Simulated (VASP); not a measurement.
These are r2SCAN meta-GGA, VASP's PBE PAW potentials (set 64) (plane waves; VASP 6.6.1) values and carry that method's errors. For the first row: Numerical set-up: 400 eV cut-off, 13×13×13 Γ-centred mesh, tetrahedra with Blöchl corrections, potentials Zn Au.

| system | energy (eV/atom) |
|---|---|
| AuZn (CsCl type) | -29.9671 |
| Zn (hcp) | -8.8929 |
| Au (fcc) | -50.5958 |

The references are the elements' solids at the same level; no temperature or zero-point terms are added.  Spin-orbit coupling is left out, which shifts such energies by up to tenths of an eV for the heavy elements here.

### Question
What is the formation energy per atom of AuZn?

### Answer
The references average (1×(-8.8929) + 1×(-50.5958))/2 = -29.7443 eV, so the formation energy is -29.9671 − (-29.7443) = -0.223 eV/atom. Measured: -0.235 eV/atom (as given by Niraj K. Nepal et al., Physical Review B (2020), arXiv:2007.11150).
